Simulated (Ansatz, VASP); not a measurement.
**One calculation of GePdF4, two programs**

File INCAR:

```
SYSTEM = GePdF4
ALGO     = Normal         ! electronic algorithm
EDIFF    = 1E-6           ! SCF threshold, eV
ENCUT    = 520            ! plane-wave cutoff, eV
GGA      = PE             ! functional
ISIF     = 2              ! what is computed and relaxed
ISMEAR   = 0              ! smearing method
LASPH    = .TRUE.         ! aspherical terms in the spheres
LCHARG   = .FALSE.        ! write CHGCAR
LREAL    = .FALSE.        ! projectors in reciprocal space
LWAVE    = .FALSE.        ! write WAVECAR
NBANDS   = 35             ! bands
NELM     = 100            ! most SCF steps
PREC     = Accurate       ! precision mode
SIGMA    = 0.1            ! smearing width, eV
```

The input KPOINTS:

```
k-points
0
G
  4 4 4
  0 0 0
```

Contents of POSCAR:

```
GePdF4
1.0
    4.3147642900      0.0000000000      0.0000000000
    0.0000000000      4.3147642900      0.0000000000
    0.0000000000      0.0000000000      4.6451297400
Ge Pd F
1 1 4
Direct
    0.0000000000      0.0000000000      0.7500010000
    0.5000000000      0.5000000000      0.4388388600
    0.7960959700      0.7960959700      0.9396415300
    0.2039040300      0.2039040300      0.9396415300
    0.2039040300      0.7960959700      0.9396415300
    0.7960959700      0.2039040300      0.9396415300
```

Input for Ansatz:

```yaml
crystal:
  lattice:
    - [4.31476429, 0.0, 0.0]
    - [0.0, 4.31476429, 0.0]
    - [0.0, 0.0, 4.64512974]
  atoms:
    - { symbol: Ge, position: [0.0, 0.0, 0.750001] }
    - { symbol: Pd, position: [0.5, 0.5, 0.43883886] }
    - { symbol: F, position: [0.79609597, 0.79609597, 0.93964153] }
    - { symbol: F, position: [0.20390403, 0.20390403, 0.93964153] }
    - { symbol: F, position: [0.20390403, 0.79609597, 0.93964153] }
    - { symbol: F, position: [0.79609597, 0.20390403, 0.93964153] }
basis:
  ecutwfc: 420
kpoints:
  mp_grid: { grid: [4, 4, 4] }
hamiltonian:
  xc: pbe
scf:
  occupations: { method: gaussian, width: 0.1 }
  lower_state_search: "off"
output:
  forces: true
  stress: true
  eigenvalues: true
```

Alike in both runs: task single point; functional PBE; k mesh 4 × 4 × 4; occupations gaussian, width 0.1 eV; no spin polarisation.

|  | VASP | Ansatz |
| --- | --- | --- |
| version | VASP 6.6.1 | Ansatz 0.2.0 |
| potentials or method | VASP PAW PBE potentials, release 64 (Ge_d, Pd, F) | scalar-relativistic, plane waves, PAW |
| plane-wave cutoff (eV) | 520 | 420 |
| valence electrons in the cell | 52 | 60 |

VASP gave:

| Quantity | Value |
| --- | --- |
| gap on the k mesh at the Fermi level (eV) | none |
| rms of the force components (eV/Å) | 11.386 |

Question: Estimate Ansatz's values.

Answer: gap on the k mesh at the Fermi level (eV): none; rms of the force components (eV/Å): 11.459.

Atom by atom the forces differ by 0.075 eV/Å (rms over components). A gap of «none» marks a metal or a gap that the smearing closes. The functional is the same, so the differences come from potentials, cutoffs and numerics. The two sets of potentials don't hold the same shells in valence.

Caveats: the k mesh is coarse (spacing up to 0.36 Å⁻¹), so the values aren't converged; forces of over 1 eV/Å show positions far from the minimum, so gaps and moduli don't describe the material at rest.
